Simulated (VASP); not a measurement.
**MgB5: single point with PBE**

The system is MgB5.

```
Mg B
1.0
     2.97374    0.00000    0.00000
     0.96030    4.21834    0.00000
     0.83772    0.35728    7.80919
Mg B
2 10
Cartesian
  0.3947 0.0432 0.1365
  3.4861 2.3579 4.1412
  1.4290 1.1885 2.2480
  3.6711 3.8172 6.1753
  1.1195 2.7708 1.9092
  2.8868 1.2473 6.0646
  3.5211 2.4578 7.3066
  1.4517 0.1667 3.5776
  2.5596 2.1578 1.1523
  2.2071 4.3605 5.2295
  3.8636 4.2134 2.6183
  2.0403 2.6726 6.2961
```

The cell was built by a generator and needn't be a form met in nature.

The cell isn't the ideal one: the structure that the rattled cell fell into.

```json
{
  "Program": "VASP 6.6.1",
  "Task": "single point",
  "Functional": "PBE",
  "Potentials or basis": "VASP PAW PBE potentials, release 64 (Mg, B)",
  "Cutoff": "520 eV",
  "k mesh": "6 × 4 × 2",
  "Occupations": "gaussian, width 0.1 eV",
  "Spin": "no spin polarisation",
  "Dipole correction": "no",
  "Further INCAR settings": "ALGO = Fast; EDIFF = 1e-07; NBANDS = 29"
}
```

- Pressure: 5.5 GPa
- Largest force: 1.585 eV/Å
- Band gap on the k mesh: none (metal or under the smearing width)

Forces in eV/Å, atoms in the order of the input:
```
Mg   0.362 -0.355  0.380
Mg   0.054 -0.024 -0.222
B    0.257 -0.294  0.687
B   -0.442  0.506  0.141
B    0.001 -1.336 -0.853
B    0.114 -1.413  0.408
B   -0.496  0.881 -1.211
B   -0.278  0.911 -1.077
B    0.163 -0.342  1.179
B   -0.193 -0.379  0.919
B   -0.158  1.451  0.080
B    0.616  0.394 -0.432
```

Stress tensor (GPa, compression positive):
```
1.50 3.26 0.76
3.26 6.39 6.13
0.76 6.13 8.73
```

Levels at points of the mesh, in eV from the Fermi level:
```tsv
k point	band 14	band 15	band 16	band 17	band 18	band 19	band 20	band 21
(0.00, 0.00, 0.00)	-1.65	-0.88	-0.46	-0.36	-0.06	1.91	2.80	3.42
(0.50, 0.00, 0.00)	-3.50	-3.14	-2.40	-1.57	-0.58	0.67	1.40	2.21
(0.00, 0.50, 0.00)	-1.37	-1.00	0.02	1.67	2.22	2.71	3.00	3.46
(0.50, 0.50, 0.00)	-3.14	-1.98	-1.32	-1.17	-0.44	0.49	1.52	2.68
(0.00, 0.00, 0.50)	-2.46	-1.44	-0.40	0.45	0.73	1.84	2.91	3.19
(0.50, 0.00, 0.50)	-3.41	-2.65	-2.47	-1.62	-0.41	0.47	1.42	1.81
(0.00, 0.50, 0.50)	-1.45	-0.70	0.03	0.31	1.61	2.72	2.80	3.66
(0.50, 0.50, 0.50)	-3.65	-2.05	-1.60	-1.06	-0.12	0.39	1.80	3.44
```

Wall time 54 s on 1 thread of Intel(R) Xeon(R) Platinum 8488C (Sapphire Rapids) (shared host), peak memory 0.23 GiB.

Caveat: the k mesh is coarse (spacing up to 0.40 Å⁻¹), so the values aren't converged; forces of over 1 eV/Å show positions far from the minimum, so gaps and moduli don't describe the material at rest.
